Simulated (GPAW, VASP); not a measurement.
An input for GPAW (PBE, GPAW PAW datasets PBE (gpaw-data 1.0.1)):

```
from ase import Atoms
from ase.units import GPa
from gpaw import GPAW

atoms = Atoms(['Ba', 'O'],
              cell=[[0.000000, 2.714600, 2.714600],
                    [2.714600, 0.000000, 2.714600],
                    [2.714600, 2.714600, 0.000000]],
              positions=[[0.000000, 0.000000, 0.000000],
                         [2.714600, 2.714600, 2.714600]],
              pbc=True)

calc = GPAW(mode={'name': 'pw', 'ecut': 900},
            xc='PBE',
            kpts={'size': (8, 8, 8), 'gamma': True},
            occupations={'name': 'fermi-dirac', 'width': 0.01},
            nbands=-4,
            convergence={'density': 1e-05, 'bands': -2},
            symmetry={'symmorphic': False, 'tolerance': 0.0005},
            maxiter=150)

atoms.calc = calc

energy = atoms.get_potential_energy()
print('Energy (eV):', round(energy, 6))
forces = atoms.get_forces()
print('Forces (eV/Ang):')
print(forces.round(5))
stress = atoms.get_stress()
print('Stress (GPa, Voigt):', (stress / GPa).round(4))
```

### Question
Translate it to VASP.

### Answer
One set of files that does it:

INCAR:
```
ISIF=2
ISMEAR=-1
EDIFF=1E-6   ! SCF stop (eV)
SIGMA=0.01   ! width (eV)
ALGO=Normal   ! blocked Davidson
LCHARG=.FALSE.
LWAVE=.FALSE.
NELM=100   ! most electronic steps
LREAL=.FALSE.   ! projection in real space or not
GGA=PE   ! PBE
LASPH=.TRUE.
LMAXMIX=4   ! l cut-off of mixed one-centre charges
SYSTEM=BaO
ENCUT=400   ! plane-wave cut-off (eV)
PREC=Accurate
```

File POSCAR:
```
BaO
1
    0.0000000000     2.7146000000     2.7146000000
    2.7146000000     0.0000000000     2.7146000000
    2.7146000000     2.7146000000     0.0000000000
Ba O
1 1
Direct
  0.0000000000   0.0000000000   0.0000000000
  0.5000000000   0.5000000000   0.5000000000
```

**KPOINTS**
```
Automatic mesh
0
Gamma
8 8 8
0 0 0
```

POTCAR, in this order: Ba_sv O (PBE.64 set). Program: vasp_std.

Both inputs were run and reached self-consistency, which says nothing on mesh or cut-off. Potentials, basis and cut-offs are each code's own, so they don't translate, and total energies aren't comparable.

The structure is a typed BaO crystal (Fm-3m). The cell was not relaxed at this level, and its volume differs by -5.9 % from the start's.
